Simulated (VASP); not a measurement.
All values below come from optB88-vdW, VASP's PBE PAW potentials (set 64) (plane waves; VASP).

Input for VASP

KPOINTS:
```
Automatic mesh
0
Gamma
7 7 7
0 0 0
```

File POSCAR:
```
CsCl
1
    4.1019239520     0.0000000000    -0.0000000000
    0.0000000000     4.1019239520     0.0000000000
   -0.0000000000     0.0000000000     4.1019239520
Cs Cl
1 1
Direct
  0.0000000000   0.0000000000   0.0000000000
  0.5000000000   0.5000000000   0.5000000000
```

### INCAR
```
! general
SYSTEM    =  CsCl
PREC      =  Accurate
ENCUT     =  520
LREAL     =  .FALSE.
LASPH     =  .TRUE.

! electronic loop
EDIFF     =  1E-7
NELM      =  100
ALGO      =  Normal
LMAXMIX   =  4

! smearing
ISMEAR    =  -5

! functional
GGA       =  BO
LUSE_VDW  =  .TRUE.
AGGAC     =  0.0
PARAM1    =  0.1833333333
PARAM2    =  0.22

! ions
ISIF      =  2

! output
LWAVE     =  .FALSE.
LCHARG    =  .TRUE.
LORBIT    =  11
NEDOS     =  601
```

POTCAR, in this order: Cs_sv Cl (PBE.64 set). Program: vasp_std.

Unless said otherwise, spin-orbit coupling is left out, though it shifts the bands of the heavy elements here.

Question: What does the run give for the energy per atom (σ→0), band gap (on the k-mesh)?

Answer: 
| Property | Result |
|---|---|
| energy per atom (σ→0) | -1172 meV/atom |
| band gap (on the k-mesh) | 5.29 eV |

OSZICAR:
```
...
DAV:   8    -0.234364623509E+01    0.19892E-02   -0.15596E-02   564   0.100E+00    0.137E-01
DAV:   9    -0.234354440346E+01    0.10183E-03   -0.30329E-03   636   0.354E-01    0.106E-01
DAV:  10    -0.234371153929E+01   -0.16714E-03   -0.27546E-04   560   0.160E-01    0.161E-02
DAV:  11    -0.234372605483E+01   -0.14516E-04   -0.18716E-05   588   0.414E-02    0.435E-03
DAV:  12    -0.234372663084E+01   -0.57601E-06   -0.62088E-06   576   0.170E-02    0.302E-03
DAV:  13    -0.234372642429E+01    0.20656E-06   -0.46755E-07   600   0.477E-03    0.116E-03
DAV:  14    -0.234372645908E+01   -0.34794E-07   -0.20270E-07   448   0.265E-03
   1 F= -.23437265E+01 E0= -.23437265E+01  d E =0.000000E+00
```

The compound is CsCl in the CsCl type structure. It was relaxed first.
